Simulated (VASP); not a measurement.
Here is the system:

```xyz
2
Lattice="3.9160 0.0000 0.0000 0.0000 3.9160 0.0000 0.0000 0.0000 3.9160" Properties=species:S:1:pos:R:3 pbc="T T T"
Tl     0.0000     0.0000     0.0000
Br     1.9580     1.9580     1.9580
```

Method: PBEsol GGA, VASP's PBE PAW potentials (set 64) (plane waves; VASP 6.6.1). Numerical set-up: 520 eV cut-off, 7×7×7 Γ-centred mesh, Gaussian smearing of 0.050 eV, potentials Tl_d Br.

**Question.** What does the run give for the energy per atom (σ→0)?

**Answer.** 
```yaml
energy per atom (σ→0): -3016 meV/atom
```

The absolute energy has meaning only against runs of the same code, potentials and settings.

The compound is TlBr in the CsCl type structure. It was relaxed first, which changed the volume by -5 %.
